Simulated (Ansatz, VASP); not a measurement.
# Cross-check of NiSb (Breithauptite) between VASP and Ansatz, part 2 of 2

One calculation is typed for both programs; each brings its own data sets and cutoff. How far apart do they land?

VASP 6.6.1 and Ansatz 0.2.0.

So far: Set-up; VASP: single point, PBEsol.

The database entry behind the starting cell differs from later determinations by our own check (c about 0.3 % short), so it need not match the best structure at ambient conditions.

## 3. Ansatz: single point, PBEsol

Level of this step: Ansatz beside VASP: Kohn-Sham DFT, plane waves, PBEsol (Ansatz).

Ansatz runs on its default PAW (the set named soft_2) files.

The same cell, functional, mesh and smearing now go to Ansatz, which takes its cutoff from its data sets.

The input, input.yaml:

```yaml
crystal:
  lattice:
    - [3.928, 0.0, 0.0]
    - [-1.964, 3.4017477861, 0.0]
    - [0.0, 0.0, 5.12]
  atoms:
    - { symbol: Sb, position: [0.6666666667, 0.3333333333, 0.75] }
    - { symbol: Sb, position: [0.3333333333, 0.6666666667, 0.25] }
    - { symbol: Ni, position: [0.0, 0.0, 0.5] }
    - { symbol: Ni, position: [0.0, 0.0, 0.0] }
hamiltonian:
  xc: pbesol
  pseudopotentials: { kind: paw }
magnetization:
  spin_polarized: true
kpoints:
  mp_grid: { grid: [6, 6, 4] }
scf:
  occupations: { method: gaussian, width: 0.05 }
  n_extra_bands: 7
output:
  forces: true
  stress: true
  eigenvalues: true
```

Started as:

```sh
ansatz run input.yaml --threads 2 --pin off --max-ram 4608MiB --backend cpu --events-out ev --progress --plain --runs-dir out
```

Numbers of over 12 decimals in the logs are rounded to 6 here.

The program printed:

```text
scf.n_extra_bands = 7 over 33 filled bands (N_el = 66.0): the run solves 40 bands
Engine: ansatz 0.2.0, aarch64-unknown-linux-gnu
Pseudopotentials: kind: paw
Pseudopotential: Sb, paw, valence charge 15, recommended cutoff 420 eV (normal), Sb.paw.azcp
Pseudopotential: Ni, paw, valence charge 18, recommended cutoff 420 eV (normal), Ni.paw.azcp
Functional definition: PBEsol
  exchange = pbesol_x
  correlation = pbesol_c
Crystal: 4 atoms, lattice volume = 68.414 Å³
Basis set: ecut = 420 eV, 1385 PW (Γ), exchange–correlation on 54×54×72 points (8 copies of the dense FFT grid, shifted against one another)
Bands: 40, of which v1, the nominal top of the filled ones, is band 33 counted from 1 (32 counted from 0)
Symmetry: 24 space group operations
Space group: P63/mmc (ITA 194), of the structure as read, at distance tolerance 4.1e-5 Å
k-points: 21 of 144
Non-local potential: Sb, projectors of the file, l = 0: 2, l = 1: 2, l = 2: 2, l = 3: 2
Non-local potential: Ni, projectors of the file, l = 0: 3, l = 1: 2, l = 2: 3, l = 3: 1
PAW form: soft (Blöchl's): semilocal exchange-correlation on the pseudo side does not see the compensation charge
PAW frozen core: Sb, regenerated for the run's functional, and the local potential with it (the file was generated under x = pbe(κ = 0.804, μ = 0.219515), c = pbe(β = 0.066725))
PAW frozen core: Ni, regenerated for the run's functional, and the local potential with it (the file was generated under x = pbe(κ = 0.804, μ = 0.219515), c = pbe(β = 0.066725))
PAW one-centre angular grid: Sb, 590 points (default); XC on 64 Gauss nodes
PAW one-centre angular grid: Ni, 590 points (default); XC on 64 Gauss nodes
Initial density: superposition of atomic densities (chi_scale 0.1, normalization cell, long waves kept (reshape's long-wave potential 0.00 eV rms))
Initial wavefunctions: pseudopotential atomic-orbital guess
Functional: x = pbesol(κ = 0.804, μ = 0.123457), c = pbesol(β = 0.046)
SCF iter   1: F=—  HF=-24431.618194 eV  |F-HF|=—  |Δ(HF+E_count)|=         —  Δρ=1.01e-1 (↑1.01e-1 ↓1.01e-1)  dr2=2.67e1  dr2_m=0.00e0  M=0.000 μB ∫|m|=0.000 μB  β_m=0.30  ethr=3.10e-3  ⟨swp⟩=6.2  Hψ=3195  notcnv=0
preconditioner: auto → Kerker (q_TF=auto, 2.712 Å⁻¹)  [metal: Δε(μ)=0.048 eV  Ē_g=18.007 eV  σ=0.050 eV  W_gap=0.47  n_scr=22 (ndim 8)  ℏωp=31.7 eV  f_vac=0.000  D(μ)=2.15/eV (n_scr^D=20)]
spin=Collinear: Kerker preconditioning applied to the charge; magnetization (m = ρ↑ − ρ↓) channel mixes plain (no charge-response kernel on spin).
SCF iter   2: F=—  HF=-24428.495552 eV  |F-HF|=—  |Δ(HF+E_count)|=    3.12e0  Δρ=2.71e-2 (↑2.71e-2 ↓2.71e-2)  dr2=1.92e0  dr2_m=0.00e0  M=0.000 μB ∫|m|=0.000 μB  β_m=0.29  ethr=3.10e-3  ⟨swp⟩=3.6  Hψ=1923  notcnv=0  defer=49
preconditioner: auto → Resta (q_TF=auto, 2.712 Å⁻¹)  ε∞=4.2  [insulator: Δε(μ)=0.138 eV  Ē_g=17.791 eV  σ=0.050 eV  W_gap=0.80  n_scr=22 (ndim 8)  ℏωp=31.7 eV  f_vac=0.000  D(μ)=3.92/eV (n_scr^D=40)  ε∞_Penn≈4.2]
spin=Collinear: Resta preconditioning applied to the charge; magnetization (m = ρ↑ − ρ↓) channel mixes plain (no charge-response kernel on spin).
SCF iter   3: F=—  HF=-24427.838323 eV  |F-HF|=—  |Δ(HF+E_count)|=   6.57e-1  Δρ=1.58e-2 (↑1.58e-2 ↓1.58e-2)  dr2=1.48e0  dr2_m=0.00e0  M=0.000 μB ∫|m|=0.000 μB  β_m=0.51  ethr=2.91e-3  ⟨swp⟩=2.1  Hψ=1297  notcnv=0  defer=46
SCF iter   4: F=—  HF=-24425.095480 eV  |F-HF|=—  |Δ(HF+E_count)|=    2.74e0  Δρ=1.15e-1 (↑5.12e-2 ↓1.15e-1)  dr2=2.57e0  dr2_m=4.25e0  M=3.195 μB ∫|m|=3.195 μB  ethr=2.24e-3  ⟨swp⟩=2.8  Hψ=1279  notcnv=0  defer=47
Mixer restart at iter 4: flushing history
SCF iter   5: F=—  HF=-24427.015505 eV  |F-HF|=—  |Δ(HF+E_count)|=         —  Δρ=6.35e-2 (↑6.35e-2 ↓2.59e-2)  dr2=8.91e-1  dr2_m=1.17e0  M=0.987 μB ∫|m|=1.032 μB  β_m=0.51  ethr=2.24e-3  ⟨swp⟩=3.8  Hψ=3044  notcnv=0  defer=42
SCF iter   6: F=—  HF=-24427.417242 eV  |F-HF|=—  |Δ(HF+E_count)|=   4.02e-1  Δρ=7.08e-2 (↑1.37e-2 ↓7.08e-2)  dr2=1.95e0  dr2_m=9.83e-1  M=0.489 μB ∫|m|=0.541 μB  β_m=0.58  ethr=1.35e-3  ⟨swp⟩=2.5  Hψ=3027  notcnv=0  defer=81
SCF iter   7: F=—  HF=-24428.048579 eV  |F-HF|=—  |Δ(HF+E_count)|=   6.31e-1  Δρ=7.63e-2 (↑7.63e-2 ↓4.92e-2)  dr2=7.33e0  dr2_m=1.33e-1  M=0.629 μB ∫|m|=0.658 μB  β_m=0.12  ethr=1.35e-3  ⟨swp⟩=3.3  Hψ=3760  notcnv=0  defer=97  recentre
SCF iter   8: F=—  HF=-24427.237077 eV  |F-HF|=—  |Δ(HF+E_count)|=   8.12e-1  Δρ=2.53e-2 (↑2.26e-2 ↓2.53e-2)  dr2=9.64e-3  dr2_m=3.60e-1  M=0.497 μB ∫|m|=0.540 μB  β_m=0.36  ethr=1.35e-3  ⟨swp⟩=3.0  Hψ=3611  notcnv=0  defer=94
SCF iter   9: F=—  HF=-24427.313486 eV  |F-HF|=—  |Δ(HF+E_count)|=   7.64e-2  Δρ=1.08e-2 (↑1.08e-2 ↓7.85e-3)  dr2=5.23e-3  dr2_m=5.33e-2  M=0.153 μB ∫|m|=0.194 μB  β_m=0.41  ethr=1.46e-5  ⟨swp⟩=2.0  Hψ=3126  notcnv=0  defer=97
SCF iter  10: F=—  HF=-24427.324719 eV  |F-HF|=—  |Δ(HF+E_count)|=   1.12e-2  Δρ=2.38e-3 (↑2.38e-3 ↓2.01e-3)  dr2=9.27e-3  dr2_m=3.57e-4  M=-0.006 μB ∫|m|=0.022 μB  β_m=0.49  ethr=7.92e-6  ⟨swp⟩=2.1  Hψ=3011  notcnv=0  defer=97
Mixer restart at iter 10: flushing history
SCF iter  11: F=—  HF=-24427.324087 eV  |F-HF|=—  |Δ(HF+E_count)|=         —  Δρ=3.41e-4 (↑3.41e-4 ↓3.41e-4)  dr2=3.17e-4  dr2_m=0.00e0  M=0.000 μB ∫|m|=0.000 μB  β_m=0.49  ethr=7.92e-6  ⟨swp⟩=5.3  Hψ=2115  notcnv=0  defer=40
SCF iter  12: F=—  HF=-24427.324064 eV  |F-HF|=—  |Δ(HF+E_count)|=   2.24e-5  Δρ=4.82e-4 (↑4.82e-4 ↓4.82e-4)  dr2=3.48e-4  dr2_m=0.00e0  M=0.000 μB ∫|m|=0.000 μB  β_m=0.49  ethr=4.80e-7  ⟨swp⟩=2.0  Hψ=1256  notcnv=0  defer=37
SCF iter  13: F=—  HF=-24427.324031 eV  |F-HF|=—  |Δ(HF+E_count)|=   3.33e-5  Δρ=2.47e-4 (↑2.47e-4 ↓2.47e-4)  dr2=1.51e-4  dr2_m=0.00e0  M=0.000 μB ∫|m|=0.000 μB  β_m=0.45  ethr=4.80e-7  ⟨swp⟩=2.0  Hψ=1024  notcnv=0  defer=37
SCF iter  14: F=—  HF=-24427.324012 eV  |F-HF|=—  |Δ(HF+E_count)|=   1.89e-5  Δρ=9.91e-5 (↑9.91e-5 ↓9.91e-5)  dr2=2.62e-5  dr2_m=0.00e0  M=0.000 μB ∫|m|=0.000 μB  β_m=0.61  ethr=2.29e-7  ⟨swp⟩=1.0  Hψ=794  notcnv=0  defer=37
SCF iter  15: F=—  HF=-24427.324014 eV  |F-HF|=—  |Δ(HF+E_count)|=   1.69e-6  Δρ=2.06e-5 (↑2.06e-5 ↓2.06e-5)  dr2=1.05e-6  dr2_m=0.00e0  M=0.000 μB ∫|m|=0.000 μB  β_m=0.65  ethr=3.97e-8  ⟨swp⟩=1.6  Hψ=849  notcnv=0  defer=37
SCF iter  16: F=-24427.324014 eV  HF=-24427.324014 eV  |F-HF|=1.29e-8  |Δ(HF+E_count)|=   1.66e-8  Δρ=3.09e-6 (↑3.09e-6 ↓3.09e-6)  dr2=2.72e-8  dr2_m=0.00e0  M=0.000 μB ∫|m|=0.000 μB  ethr=1.52e-10  ⟨swp⟩=7.2  Hψ=4004  notcnv=0
SCF 1 converged in 16 iterations: F = -24427.324014 eV  dr2 = 2.72e-8
  greatest PAW one-centre occupation: 1.001 electrons in one spin orbital (limit 2), on the Ni atom at site 3 (counted from 0), in its partial waves of l = 1
SCF converged after 16 iterations
Magnetization: 0.0000 μB (33.0000 up, 33.0000 down)
Absolute magnetization: 0.0000 μB (∫|ρ↑−ρ↓|)
Spin contamination: 0.0000 ħ² per cell (⟨S²⟩ above its minimum at these occupations)
Per-site moments (μB) at R_I (Å): [(0.0, 1.074201), (0.0, 1.074201), (0.0, 1.056), (0.0, 1.056)]
Free energy (F): -24427.324014 eV
Harris-Foulkes:  -24427.324014 eV  (|F-HF|=1.29e-8)
Internal energy: -24427.319609 eV  (E = F + TS)
E sigma→0 (E₀):  -24427.321811 eV
Entropy (-TS):   -0.004405 eV (-1.101 meV/atom)
Fermi energy:    15.228007 eV
--- Per-component energies (eV) ---
  E_band       = -867.858103
  E_kinetic    = 989.610006
  E_local      = -11076.002621  (includes V_loc(G=0)·N_el)
  E_nonlocal   = 2013.101453
  E_hartree    = 4839.016727
  E_xc         = -446.009993
  E_vxc        = -414.874220  (∫ρ·V_xc dr)
  E_paw        = -12201.684971  (= ΣΔE_a)
  E_vpaw       = -2057.717224  (= ΣTr[D̂ρ^β])
  E_aug_tail   = 0.000910  (compensation charges beyond the density's cutoff)
  E_ewald      = -8546.409412
  E_core_change = 1.058292  (= ΣΔE_core)
  E_smearing   = -0.004405  (= −TS)
  E_closure    = 0.000000  (closes the sum)
  Σ components = -24427.324014   (vs F -24427.324014, Δ=0.00e0)
--- Forces (eV/Å), atoms counted from 1 ---
  atom   1  Sb    -0.00000000     0.00000000     0.00000000
  atom   2  Sb    -0.00000000    -0.00000000    -0.00000000
  atom   3  Ni    -0.00000000    -0.00000000     0.00000000
  atom   4  Ni     0.00000000    -0.00000000     0.00000000
  max |Σ_I F_I| component: 6.94e-18 eV/Å
--- Stress (GPa, compression-positive) ---
       -1.902120       0.000000       0.000000
        0.000000      -1.902120       0.000000
        0.000000       0.000000      -1.686452
  P = ⅓ Tr σ = -1.8302 GPa (-18.302 kbar)
--- Band table (eV; the first three rows and the last of 42) ---
  k-point 0 ↑: bands = [... 29 lower, 13.8153, 15.1408, 15.7115, 15.7115, 17.6416, 17.6416, 18.2423, 19.1775, ... 3 higher]
  k-point 1 ↑: bands = [... 29 lower, 13.4930, 14.8834, 16.3255, 16.3255, 17.5947, 17.5947, 17.6499, 18.8515, ... 3 higher]
  k-point 2 ↑: bands = [... 29 lower, 13.0524, 15.3876, 15.3876, 17.2222, 17.2222, 17.2222, 17.2222, 20.3510, ... 3 higher]
  k-point 20 ↓: bands = [... 29 lower, 13.1421, 13.7188, 13.7188, 13.8692, 13.8692, 19.4120, 19.4120, 22.5091, ... 3 higher]
```

Run time: 8.3 s. Hardware: 2 threads of Arm Neoverse N1, shared host; peak memory 0.4 GiB.

In the SCF lines HF is the Harris–Foulkes energy and dr2 the Hartree energy of the density residual, in eV; the loop may stop once dr2 is under the threshold and the program's other checks hold. Hψ counts applications of the Hamiltonian.

The run ends at a pressure of -1.83 GPa.

## 4. Differences

Known differences besides the potentials themselves: the data sets hold 66 valence electrons in Ansatz (default PAW (the set named soft_2) files) and 30 in VASP; the cutoff is 420 eV in Ansatz and 400 eV in VASP; Ansatz makes its cores anew for this functional, VASP keeps those of its PBE data sets. Total energies have different zeros and are not compared.

Compared:

```csv
quantity,Ansatz,VASP,difference
pressure (GPa),-1.83,-1.89,+0.06
pressure without Ansatz's Pulay correction (GPa),-1.89,-1.89,0.00
```

Ansatz's pressure holds a Pulay correction of 0.06 GPa; VASP's holds none.

## 5. Summary of results

* difference in pressure (single point, PBEsol): 0.063 GPa

In words: The difference in pressure is 0.063 GPa (single point, PBEsol), within the 1 GPa picked in this series as the mark of a large difference. How closely two codes agree says nothing of how well the functional describes the real material.

[Lines on the potential files, build, host, timing and source positions are cut from VASP's logs without a mark.]

[Logs are printed without paths, hosts, clocks, repeated set-up lines and the standing remarks that a program may print on its own settings, such as how far it seeks lower states.]

[Hosts, paths, dates, database ids (printed as entryN), source tags and the programs' standing remarks are cut or masked in the printed files.]
